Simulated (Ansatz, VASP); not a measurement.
**CoC in VASP and in Ansatz**

File INCAR:

```
SYSTEM = CoC
PREC = Accurate
ENCUT = 520
EDIFF = 1E-6
ISMEAR = -1
SIGMA = 0.05
LREAL = .FALSE.
LASPH = .TRUE.
NELM = 150
ALGO = Normal
ISIF = 2
LWAVE = .FALSE.
LCHARG = .FALSE.
ISPIN = 2
MAGMOM = 1.7 0
LORBIT = 11
LMAXMIX = 4
GGA = PS
NBANDS = 18
```

The input KPOINTS:

```
regular mesh
0
G
  14 14 14
  0 0 0
```

File POSCAR:

```
CoC
1.0
    2.2649562115      0.0000000000      0.0000000000
    0.0000000000      2.2649562115      0.0000000000
    0.0000000000      0.0000000000      2.2649562115
Co C
1 1
Direct
    0.0000000000      0.0000000000      0.0000000000
    0.5000000000      0.5000000000      0.5000000000
```

Input for Ansatz:

```yaml
crystal:
  lattice:
    - [2.2649562115, 0.0, 0.0]
    - [0.0, 2.2649562115, 0.0]
    - [0.0, 0.0, 2.2649562115]
  atoms:
    - { symbol: Co, position: [0.0, 0.0, 0.0], spin: 1.7 }
    - { symbol: C, position: [0.5, 0.5, 0.5] }
magnetization:
  spin_polarized: true
kpoints:
  mp_grid: { grid: [14, 14, 14] }
scf:
  occupations: { method: fermi_dirac, width: 0.05 }
hamiltonian:
  xc: pbesol
  pseudopotentials: { kind: all_electron, lapw: { basis_error: 0.001 } }
output:
  forces: true
  stress: true
  eigenvalues: true
  populations: true
```

Change from the starting cell: volume scaled by 0.78, LAPW.

Alike in both runs: task single point; functional PBEsol; k mesh 14 × 14 × 14; occupations fermi-dirac, width 0.05 eV; collinear spin.

|  | VASP | Ansatz |
| --- | --- | --- |
| version | VASP 6.6.1 | Ansatz 0.2.0 |
| potentials or method | VASP PAW PBE potentials, release 64 (Co, C) | all-electron LAPW, scalar-relativistic |
| plane-wave cutoff (eV) | 520 | see its input |

|  | VASP | Ansatz | Ansatz less VASP |
| --- | --- | --- | --- |
| pressure (GPa) | 145.2 | 143.1 | -2.10 |
| net moment per atom (μB) | 0.31 | 0.31 | +0.008 |
| size of the moment on the site where the two differ most (μB) | 0.54 | 0.57 | +0.032 |

Site moments also hang on the region over which each program counts them. Ansatz ran all-electron here, so the differences hold the error of VASP's frozen core and of both bases.

Caveats: the cell as given lies far from equilibrium; so large a pressure means that the cell lies far from this level's equilibrium, or that cutoff or potentials fall short (VASP); the potentials were made for another functional, which shifts forces and pressure (VASP).
